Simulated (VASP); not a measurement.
Here is the system:

```xyz
2
Lattice="2.8800 0.0000 0.0000 0.0000 2.8800 0.0000 0.0000 0.0000 2.8800" Properties=species:S:1:pos:R:3 pbc="T T T"
Ga     1.4400     1.4400     1.4400
Co     0.0000     0.0000     0.0000
```

These are SCAN meta-GGA, VASP's PBE PAW potentials (set 64) (plane waves; VASP) values and carry that method's errors. Run with 520 eV cut-off, 11×11×11 Γ-centred mesh, first-order Methfessel-Paxton smearing of 0.10 eV, potentials Ga_d Co.

Energy and stress use the plane-wave basis of the starting cell.

The ions, cell shape and volume are relaxed. Predict the relaxed structure.

```xyz
2
Lattice="2.8327 0.0000 0.0000 0.0000 2.8327 0.0000 0.0000 0.0000 2.8327" Properties=species:S:1:pos:R:3 pbc="T T T"
Ga     1.4164     1.4164     1.4164
Co     0.0000     0.0000     0.0000
```
Space group Pm-3m (221), at a tolerance of 0.03 Å.

How do energy and volume change from the first to the last step?

The energy (σ→0) changes by -21.7 meV/atom and the volume by -4.8 %, in 4 ionic steps.

The compound is CoGa in the CsCl type structure. This run relaxes it. Symmetry was kept, so distortions that lower it aren't found. The run is not spin-polarised, so no magnetic state was tried.
